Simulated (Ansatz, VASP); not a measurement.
# NbRu in VASP and in Ansatz

```
Nb Ru
1.0
     3.00726    0.00000    0.00000
     0.00000    3.00726    0.00000
     0.00000    0.00000    3.36255
Nb Ru
1 1
Direct
  0.00000 0.00000 0.00000
  0.50000 0.50000 0.50000
```

Alike in both runs: functional LDA; k mesh 14 × 14 × 12; occupations fermi-dirac, width 0.15 eV; no spin polarisation.

Ansatz relaxed the structure, and its values are those at the end. VASP's run is a single point on that final structure, the one shown.

|  | VASP | Ansatz |
| --- | --- | --- |
| version | VASP 6.6.1 | Ansatz 0.2.0 |
| potentials or method | VASP PAW LDA potentials, release 64 (Nb_sv, Ru_pv) | scalar-relativistic, plane waves, PAW |
| plane-wave cutoff (eV) | 520 | 420 |
| valence electrons in the cell | 27 | 29 |

VASP gave:

```
gap on the k mesh at the Fermi level (eV) : none
pressure (GPa)                            : -0.8
```

**Question.** Estimate Ansatz's values.

**Answer.** gap on the k mesh at the Fermi level (eV): none; pressure (GPa): 0.0.

A gap of «none» marks a metal or a gap that the smearing closes. The two sets of potentials don't hold the same shells in valence.
